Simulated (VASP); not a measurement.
All values below come from PBE GGA, VASP's PBE PAW potentials (set 64) (plane waves; VASP).

The input files of a VASP run:

POSCAR:
```
Ga35N35Si
1
    4.8683178924    -8.4321738171     0.0000000000
    4.8683178924     8.4321738171     0.0000000000
    0.0000000000     0.0000000000    10.5562839808
Ga N Si
35 35 1
Direct
  0.2222220000   0.1111110000   0.2500000000
  0.1111110000   0.2222220000   0.0000000000
  0.2222220000   0.1111110000   0.7500000000
  0.1054710000   0.2218020000   0.4987880000
  0.2254920000   0.4447890000   0.2519380000
  0.1111110000   0.5555560000   0.0000000000
  0.2222220000   0.4444440000   0.7500000000
  0.1071840000   0.5575580000   0.4995390000
  0.2222220000   0.7777780000   0.2500000000
  0.1111110000   0.8888890000   0.0000000000
  0.2222220000   0.7777780000   0.7500000000
  0.1111110000   0.8888890000   0.5000000000
  0.5555560000   0.1111110000   0.2500000000
  0.4444440000   0.2222220000   0.0000000000
  0.5555560000   0.1111110000   0.7500000000
  0.4444440000   0.2222220000   0.5000000000
  0.5555560000   0.4444440000   0.2500000000
  0.4444440000   0.5555560000   0.0000000000
  0.5555560000   0.4444440000   0.7500000000
  0.5555560000   0.7777780000   0.2500000000
  0.4444440000   0.8888890000   0.0000000000
  0.5555560000   0.7777780000   0.7500000000
  0.4444440000   0.8888890000   0.5000000000
  0.8888890000   0.1111110000   0.2500000000
  0.7777780000   0.2222220000   0.0000000000
  0.8888890000   0.1111110000   0.7500000000
  0.7777780000   0.2222220000   0.5000000000
  0.8888890000   0.4444440000   0.2500000000
  0.7777780000   0.5555560000   0.0000000000
  0.8888890000   0.4444440000   0.7500000000
  0.7777780000   0.5555560000   0.5000000000
  0.8888890000   0.7777780000   0.2500000000
  0.7777780000   0.8888890000   0.0000000000
  0.8888890000   0.7777780000   0.7500000000
  0.7777780000   0.8888890000   0.5000000000
  0.2234560000   0.1101520000   0.4388780000
  0.1063490000   0.2211590000   0.1869800000
  0.2222220000   0.1111110000   0.9385000000
  0.1082430000   0.2169420000   0.6882580000
  0.1176740000   0.5570920000   0.1908750000
  0.2222220000   0.4444440000   0.9385000000
  0.1123260000   0.5513610000   0.6867270000
  0.2214350000   0.7725550000   0.4356930000
  0.1111110000   0.8888890000   0.1885000000
  0.2222220000   0.7777780000   0.9385000000
  0.1111110000   0.8888890000   0.6885000000
  0.5555560000   0.1111110000   0.4385000000
  0.4444440000   0.2222220000   0.1885000000
  0.5555560000   0.1111110000   0.9385000000
  0.4444440000   0.2222220000   0.6885000000
  0.5620390000   0.4477540000   0.4374670000
  0.4381320000   0.5531470000   0.1864720000
  0.5555560000   0.4444440000   0.9385000000
  0.4460470000   0.5589760000   0.6862610000
  0.5564260000   0.7750830000   0.4370250000
  0.4444440000   0.8888890000   0.1885000000
  0.5555560000   0.7777780000   0.9385000000
  0.4444440000   0.8888890000   0.6885000000
  0.8888890000   0.1111110000   0.4385000000
  0.7777780000   0.2222220000   0.1885000000
  0.8888890000   0.1111110000   0.9385000000
  0.7777780000   0.2222220000   0.6885000000
  0.8888890000   0.4444440000   0.4385000000
  0.7777780000   0.5555560000   0.1885000000
  0.8888890000   0.4444440000   0.9385000000
  0.7777780000   0.5555560000   0.6885000000
  0.8888890000   0.7777780000   0.4385000000
  0.7777780000   0.8888890000   0.1885000000
  0.8888890000   0.7777780000   0.9385000000
  0.7777780000   0.8888890000   0.6885000000
  0.4377930000   0.5519060000   0.5034090000
```

### INCAR
```
SYSTEM  =  Ga35N35Si
PREC  =  Normal; ENCUT  =  400; LREAL  =  Auto
LASPH  =  .True.; ISYM  =  0
EDIFF  =  1E-5; NELM  =  100; NELMIN  =  4
ALGO  =  Fast; LMAXMIX  =  4
ISMEAR  =  0; SIGMA  =  0.05
GGA  =  PE
IBRION  =  2; NSW  =  70; ISIF  =  2
EDIFFG  =  -0.03
LWAVE  =  .True.; LCHARG  =  .False.
```

### KPOINTS
```
Automatic mesh
0
Gamma
1 1 1
0 0 0
```

POTCAR, in this order: Ga N Si (PBE.64 set). Program: vasp_gam.

The supercell is sampled at Γ alone, which is coarse: total energies, pressure and levels can be off, energies of defects by several tenths of an eV.

Problem. Estimate the energy per atom (σ→0).

Solution. 
energy per atom (σ→0): -5.987 eV/atom

### OSZICAR
```
...
RMM:   4    -0.425105164930E+03    0.28414E-07   -0.15297E-07    67   0.146E-03
  19 F= -.42510516E+03 E0= -.42510516E+03  d E =-.418744E-03
       N       E                     dE             d eps       ncg     rms          rms(c)
DAV:   1    -0.425105326782E+03   -0.16182E-03   -0.11367E-01   356   0.877E-01    0.636E-02
RMM:   2    -0.425105490963E+03   -0.16418E-03   -0.20267E-03   356   0.101E-01    0.266E-02
RMM:   3    -0.425105513647E+03   -0.22685E-04   -0.35568E-04   399   0.382E-02    0.197E-02
RMM:   4    -0.425105506463E+03    0.71848E-05   -0.46590E-05   294   0.157E-02
  20 F= -.42510551E+03 E0= -.42510551E+03  d E =-.341533E-03
```

The cell is a supercell with a defect, built from GaN (wurtzite): Si_Ga-vac_N. The run is not spin-polarised, so no state with unpaired spins was tried.
